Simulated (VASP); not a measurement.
Input:

```xyz
2
Lattice="3.2783 0.0000 0.0000 0.0000 3.2783 0.0000 0.0000 0.0000 4.7098" Properties=species:S:1:pos:R:3 pbc="T T T"
Ga     1.6391     1.6391     2.3549
Bi     0.0000     0.0000     4.7098
```

Level of theory: PBEsol GGA, VASP's PBE PAW potentials (set 64) (plane waves; VASP). Numerical set-up: 400 eV cut-off, Gaussian smearing of 0.050 eV, potentials Ga_d Bi_d.

Unless said otherwise, spin-orbit coupling is left out, though it shifts the bands of the heavy elements here.

### Question
Estimate the band gap (along the path) with the smallest direct gap where there is one.

### Answer

```yaml
band gap (along the path): none (metal, semimetal or under 0.01 eV)
```

The absolute energy has meaning only against runs of the same code, potentials and settings.

The structure was generated: GaBi was put into the CuAu type (P4/mmm), which need not be its known phase. It was relaxed first, which changed the volume by +23 %.
